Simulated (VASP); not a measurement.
Pt:

```
CELL_PARAMETERS angstrom
0.00000 1.96090 1.96090
1.96090 0.00000 1.96090
1.96090 1.96090 0.00000
ATOMIC_POSITIONS crystal
Pt 0.00000 0.00000 0.00000
```

- Program: VASP 6.6.1
- Task: relaxation of cell and atoms
- Functional: PBE
- Potentials or basis: VASP PAW PBE potentials, release 64 (Pt)
- Cutoff: 520 eV
- k mesh: 18 × 18 × 18
- Occupations: gaussian, width 1 eV
- Spin: no spin polarisation

At the start: pressure 12.9 GPa; volume 15.08 Å³/atom.

Task: Where does the relaxation end?

Result: Over 16 steps the energy falls by 28.3 meV/atom and the volume is 15.82 Å³/atom (+4.9 %); space group Fm-3m (No. 225, to 0.05 Å).

Step by step:
| step | energy change (eV) | largest force (eV/Å) | pressure (GPa) | volume (Å³) |
| --- | --- | --- | --- | --- |
| 1 | 0.0000 | 0.0000 | 12.87 | 15.08 |
| 2 | 0.1197 | 0.0000 | -20.10 | 17.88 |
| 3 | -0.0282 | 0.0000 | -0.52 | 15.86 |
| 4 | -0.0283 | 0.0000 | -0.06 | 15.83 |
| 5 | -0.0283 | 0.0000 | 0.17 | 15.81 |
| 6 | -0.0283 | 0.0000 | 0.17 | 15.81 |
| 7 | -0.0283 | 0.0000 | 0.14 | 15.82 |
| 8 | -0.0283 | 0.0000 | 0.14 | 15.82 |
| 9 | -0.0283 | 0.0000 | 0.14 | 15.82 |
| 10 | -0.0283 | 0.0000 | 0.14 | 15.82 |
| 11 | -0.0283 | 0.0000 | 0.14 | 15.82 |
| 12 | -0.0283 | 0.0000 | 0.14 | 15.82 |
| 13 | -0.0283 | 0.0000 | 0.12 | 15.82 |
| 14 | -0.0283 | 0.0000 | 0.10 | 15.82 |
| 15 | -0.0283 | 0.0000 | 0.08 | 15.82 |
| 16 | -0.0283 | 0.0000 | 0.00 | 15.82 |

Final structure:
```xyz
1
Lattice="0.0000 1.9927 1.9927 1.9927 0.0000 1.9927 1.9927 1.9927 0.0000" Properties=species:S:1:pos:R:3 pbc="T T T"
Pt    0.0000    0.0000    0.0000
```
